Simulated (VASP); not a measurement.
OSZICAR of a VASP run on HfO2 (space group P4_2/nmc):

File OSZICAR:
```
       N       E                     dE             d eps       ncg     rms          rms(c)
DAV:   1     0.233022075118E+03    0.23302E+03   -0.22356E+04  2364   0.139E+03
DAV:   2    -0.605129754171E+02   -0.29354E+03   -0.28729E+03  3008   0.363E+02
DAV:   3    -0.713272395070E+02   -0.10814E+02   -0.10800E+02  2860   0.702E+01
DAV:   4    -0.714190303203E+02   -0.91791E-01   -0.91748E-01  3048   0.707E+00
DAV:   5    -0.714199196650E+02   -0.88934E-03   -0.88922E-03  2930   0.625E-01    0.828E+01
DAV:   6    -0.607663282946E+02    0.10654E+02   -0.58585E+01  2606   0.444E+01    0.664E+01
DAV:   7    -0.606374404769E+02    0.12889E+00   -0.22219E+00  3004   0.107E+01    0.343E+01
DAV:   8    -0.606307072913E+02    0.67332E-02   -0.13786E-01  2716   0.320E+00    0.433E+00
DAV:   9    -0.606203477640E+02    0.10360E-01   -0.42066E-02  2636   0.146E+00    0.228E+00
DAV:  10    -0.606200464108E+02    0.30135E-03   -0.62493E-03  2830   0.540E-01    0.213E-01
DAV:  11    -0.606200756565E+02   -0.29246E-04   -0.42934E-04  2958   0.140E-01    0.881E-02
DAV:  12    -0.606201076922E+02   -0.32036E-04   -0.40492E-05  2756   0.418E-02    0.837E-02
DAV:  13    -0.606201101022E+02   -0.24100E-05   -0.16910E-06  2624   0.915E-03    0.127E-02
DAV:  14    -0.606201103018E+02   -0.19954E-06   -0.28183E-07  1270   0.345E-03
   1 F= -.60620110E+02 E0= -.60620110E+02  d E =-.599299E-14
```

**Question.** Which electronic solver shows in the log?

**Answer.** It is blocked Davidson (ALGO = Normal, or the opening steps of other solvers). The INCAR had ALGO = Normal.

**Question.** Can the final energy be trusted as converged?

**Answer.** Self-consistency was reached. It stopped with EDIFF = 1E-6, NELM = 100 (PBE GGA, plane waves, VASP's PBE PAW potentials (set 64)).

The structure comes from a computed database's HfO2 entry; how it stands against other phases isn't given here. The cell was not relaxed at this level.
